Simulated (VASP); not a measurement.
Input:

```xyz
3
Lattice="0.0000 2.4911 2.4911 2.4911 0.0000 2.4911 2.4911 2.4911 0.0000" Properties=species:S:1:pos:R:3 pbc="T T T"
Hf     0.0000     0.0000     0.0000
O      1.2455     1.2455     1.2455
O      3.7366     3.7366     3.7366
```

Calculation: LDA (Ceperley-Alder, Perdew-Zunger), VASP's LDA PAW potentials (set 64) (plane waves; VASP 6.6.1). Numerical set-up: 520 eV cut-off, 10×10×10 Γ-centred mesh, tetrahedra with Blöchl corrections, potentials Hf_pv O.

Unless said otherwise, spin-orbit coupling is left out, though it shifts the bands of the heavy elements here.

Q: Estimate the energy per atom (σ→0), band gap (on the k-mesh) with the smallest direct gap where there is one.

A: 
The band gap (on the k-mesh) comes out as 3.73 eV and the smallest direct gap (on the k-mesh) comes out as 3.73 eV. The energy per atom (σ→0) is -11.024 eV/atom.

The absolute energy has meaning only against runs of the same code, potentials and settings.

The compound is HfO2 in the fluorite structure, the high-temperature cubic form, which is unstable at 0 K; the monoclinic form is the stable one. It was relaxed first, which changed the volume by -6 %.
